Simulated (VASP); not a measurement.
Given:

```xyz
4
Lattice="1.9186 -3.3232 0.0000 1.9186 3.3232 0.0000 0.0000 0.0000 4.9775" Properties=species:S:1:pos:R:3 pbc="T T T"
Ni     0.0000     0.0000     2.4887
Ni     0.0000     0.0000     0.0000
Sb     1.9186     1.1077     1.2444
Sb     1.9186    -1.1077     3.7331
```

Level of theory: LDA (Ceperley-Alder, Perdew-Zunger), VASP's LDA PAW potentials (set 64) (plane waves; VASP). Numerical set-up: 500 eV cut-off, 9×9×6 Γ-centred mesh, first-order Methfessel-Paxton smearing of 0.10 eV, potentials Ni Sb.

Energy and stress use the plane-wave basis of the starting cell.

Question: The ions, cell shape and volume at an external pressure of 10.0 GPa are relaxed. Give the cell that the relaxation ends in.

Answer: 
```xyz
4
Lattice="1.9002 -3.2913 0.0000 1.9002 3.2913 0.0000 0.0000 0.0000 4.9349" Properties=species:S:1:pos:R:3 pbc="T T T"
Ni     1.9002    -3.2913     2.4675
Ni     1.9002    -3.2913     0.0000
Sb     1.9002     1.0971     1.2337
Sb     1.9002    -1.0971     3.7012
```
Space group P6_3/mmc (194), at a tolerance of 0.03 Å.

Question: How do energy and volume change from the first to the last step?

Answer: The energy (σ→0) changes by +20.0 meV/atom and the volume by -2.7 %, in 8 ionic steps.

| step | E(σ→0) (eV) | max force (eV/Å) | pressure (GPa) | volume (Å³) |
|---|---|---|---|---|
| 1 | -24.1298 | 0.000 | 5.04 | 63.47 |
| 2 | -23.8119 | 0.000 | 19.09 | 59.06 |
| 3 | -24.0491 | 0.000 | 10.77 | 61.72 |
| 4 | -24.0627 | 0.000 | 9.23 | 61.94 |
| 5 | -24.0560 | 0.000 | 9.40 | 61.83 |
| 6 | -24.0530 | 0.000 | 9.67 | 61.78 |
| 7 | -24.0520 | 0.000 | 9.76 | 61.76 |
| 8 | -24.0498 | 0.000 | 9.90 | 61.73 |

The compound is NiSb in the NiAs type structure. This run relaxes it under an external pressure of 10 GPa. Symmetry was kept, so distortions that lower it aren't found. The run is not spin-polarised, so no magnetic state was tried.
